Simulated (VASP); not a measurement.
VASP input:

POSCAR:
```
SiO2
1
    2.3697612379    -4.1045471156    -0.0000000000
    2.3697612379     4.1045471156     0.0000000000
   -0.0000000000    -0.0000000000     5.3037399961
Si O
3 6
Direct
  1.0000000000   0.4533349184   0.3333330000
  0.5466650817   0.5466650817   0.0000000000
  0.4533349184   1.0000000000   0.6666670000
  0.2935748460   0.4020730339   0.2345202910
  0.5979269662   0.8915018122   0.9011872910
  0.7064251539   0.1084981878   0.4321457090
  0.8915018122   0.5979269662   0.0988127090
  0.4020730339   0.2935748460   0.7654797090
  0.1084981878   0.7064251539   0.5678542910
```

**INCAR**
```
# general
SYSTEM   =  SiO2
PREC     =  Accurate
ENCUT    =  620
LREAL    =  .FALSE.
LASPH    =  .TRUE.

# electronic loop
EDIFF    =  1E-6
NELM     =  100
ALGO     =  Normal

# smearing
ISMEAR   =  0
SIGMA    =  0.05

# functional
GGA      =  PS

# ions
IBRION   =  2
NSW      =  40
ISIF     =  3
EDIFFG   =  -0.02
PSTRESS  =  50

# output
LWAVE    =  .FALSE.
LCHARG   =  .FALSE.
```

KPOINTS:
```
Automatic mesh
0
Gamma
6 6 4
0 0 0
```

POTCAR, in this order: Si O (PBE.64 set). Program: vasp_std.

Q: Write an equivalent input for Ansatz.

A: One equivalent input (not run):
Ansatz 0.2 input:
```yaml
crystal:
  lattice:
    - [2.3697612, -4.1045471, 0.0000000]
    - [2.3697612, 4.1045471, 0.0000000]
    - [0.0000000, 0.0000000, 5.3037400]
  atoms:
    - { symbol: Si, position: [1.0000000, 0.4533349, 0.3333330] }
    - { symbol: Si, position: [0.5466651, 0.5466651, 0.0000000] }
    - { symbol: Si, position: [0.4533349, 1.0000000, 0.6666670] }
    - { symbol: O, position: [0.2935748, 0.4020730, 0.2345203] }
    - { symbol: O, position: [0.5979270, 0.8915018, 0.9011873] }
    - { symbol: O, position: [0.7064252, 0.1084982, 0.4321457] }
    - { symbol: O, position: [0.8915018, 0.5979270, 0.0988127] }
    - { symbol: O, position: [0.4020730, 0.2935748, 0.7654797] }
    - { symbol: O, position: [0.1084982, 0.7064252, 0.5678543] }
kpoints:
  mp_grid: { grid: [6, 6, 4] }
hamiltonian:
  xc: pbesol
  pseudopotentials: { kind: paw }
scf:
  occupations: { method: gaussian, width: 0.05 }
  max_iter: 100
relax:
  max_steps: 40
  f_tol: 0.02
  cell: { p_target: 5 }
output: { forces: true, stress: true, eigenvalues: true }
```
The two are equivalent in intent, not identical: each code has its own PAW files, so the cut-off isn't converted (ENCUT is set for VASP's; basis.ecutwfc is left out, and Ansatz then takes the one that its files recommend); Ansatz stops its SCF on the density residual and VASP on the energy change (EDIFF).

The compound is SiO2 in the quartz structure. It was relaxed first under an external pressure of 5 GPa.
